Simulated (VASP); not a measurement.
VASP ran on this input.

### KPOINTS
```
K-points
0
G
 17 17 17
```

### INCAR
```
IBRION  =  2
PSTRESS  =  450   # kbar
LREAL  =  .FALSE.
EDIFF  =  1E-6
NSW  =  40
SIGMA  =  0.1   # width (eV)
ISIF  =  3   # ions, shape and volume
SYSTEM  =  Rh
LCHARG  =  .FALSE.
EDIFFG  =  -0.02   # ionic stop
PREC  =  Accurate
LWAVE  =  .FALSE.
LMAXMIX  =  4
ENCUT  =  500
ALGO  =  Normal
LASPH  =  .TRUE.   # aspherical one-centre terms
NELM  =  100   # most electronic steps
ISMEAR  =  1
```

POSCAR:
```
Rh
1
    0.0000000000     1.8304150288     1.8304150288
    1.8304150288     0.0000000000     1.8304150288
    1.8304150288     1.8304150288     0.0000000000
Rh
1
Direct
  0.0000000000   0.0000000000   0.0000000000
```

POTCAR, in this order: Rh_pv (LDA.64 set). Program: vasp_std.

Q: Translate this LDA calculation to Quantum ESPRESSO's pw.x.

A: One equivalent input (not run):
```
&CONTROL
  calculation = 'vc-relax'
  pseudo_dir = './pseudo'
  outdir = './out'
  tprnfor = .true.
  tstress = .true.
  nstep = 40
  forc_conv_thr = 0.00078
/
&SYSTEM
  ibrav = 0
  nat = 1
  ntyp = 1
  ecutwfc = 88
  occupations = 'smearing'
  smearing = 'methfessel-paxton'
  degauss = 0.00735
  input_dft = 'pz'
/
&ELECTRONS
  conv_thr = 7.3e-08
  electron_maxstep = 100
/
&IONS
/
&CELL
  press = 450
/
ATOMIC_SPECIES
  Rh 102.906 Rh.upf
CELL_PARAMETERS angstrom
     0.0000000    1.8304150    1.8304150
     1.8304150    0.0000000    1.8304150
     1.8304150    1.8304150    0.0000000
ATOMIC_POSITIONS crystal
  Rh   0.0000000  0.0000000  0.0000000
K_POINTS automatic
  17 17 17 0 0 0
```
What does not carry over: the potentials are each code's own (VASP's PAW set, PseudoDojo norm-conserving files in pw.x), so ENCUT and ecutwfc are chosen apart and not converted; conv_thr bounds pw.x's estimated SCF error, while EDIFF bounds the energy change between steps; forc_conv_thr acts on force components and is met together with etot_conv_thr.

The compound is Rh in the fcc structure. This run relaxes it under an external pressure of 45 GPa. Symmetry was kept, so distortions that lower it aren't found.
